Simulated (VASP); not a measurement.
An input for Ansatz (written as the equivalent of a VASP run, and not itself run):

Ansatz 0.2 input:
```yaml
crystal:
  lattice:
    - [0.0000000, 2.0772502, 2.0772502]
    - [2.0772502, 0.0000000, 2.0772502]
    - [2.0772502, 2.0772502, 0.0000000]
  atoms:
    - { symbol: Au, position: [0.0000000, 0.0000000, 0.0000000] }
kpoints:
  mp_grid: { grid: [14, 14, 14] }
hamiltonian:
  xc: pbe
  pseudopotentials: { kind: paw }
scf:
  occupations: { method: methfessel_paxton, width: 0.1 }
  max_iter: 100
relax:
  max_steps: 60
  f_tol: 0.01
  cell: {}
output: { forces: true, stress: true, eigenvalues: true }
```

Q: Write the VASP files for the same calculation (PBE).

A: One answer among several that fit: 
**POSCAR**
```
Au
1
   -0.0000000000     2.0772502327     2.0772502327
    2.0772502327     0.0000000000     2.0772502327
    2.0772502327     2.0772502327    -0.0000000000
Au
1
Direct
  0.0000000000   0.0000000000   0.0000000000
```

### INCAR
```
ALGO = Normal
EDIFF = 1E-6
EDIFFG = -0.01
ENCUT = 520
GGA = PE
IBRION = 2
ISIF = 3
ISMEAR = 1
LASPH = .TRUE.
LCHARG = .FALSE.
LMAXMIX = 6
LREAL = .FALSE.
LWAVE = .FALSE.
NELM = 100
NSW = 60
PREC = Accurate
SIGMA = 0.1
SYSTEM = Au
```

KPOINTS:
```
Automatic mesh
0
Gamma
14 14 14
0 0 0
```

POTCAR, in this order: Au (PBE.64 set). Program: vasp_std.

Limits of the translation: each code has its own PAW files, so the cut-off isn't converted (ENCUT is set for VASP's; basis.ecutwfc is left out, and Ansatz then takes the one that its files recommend); Ansatz stops its SCF on the density residual and VASP on the energy change (EDIFF).

The compound is Au in the fcc structure. It was relaxed first, which changed the volume by +6 %. The start is the result of an earlier pass.
